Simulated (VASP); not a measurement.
Level of theory: LDA (Ceperley-Alder, Perdew-Zunger), VASP's LDA PAW potentials (set 64) (plane waves; VASP).

Gaps are without spin-orbit coupling.

```yaml
volume_per_atom: 39.35 Å^3/atom
band gap (over mesh and band path): 1.93 eV
smallest direct gap (over mesh and band path): 1.93 eV
```

Question: Which relaxed crystal gives these values?
A) CrO3, Amm2 (38)
B) WS2, P6_3/mmc (194)
C) PbI2, P6_3mc (186)
D) CuI, F-43m (216)

Answer: C, PbI2, P6_3mc (186)
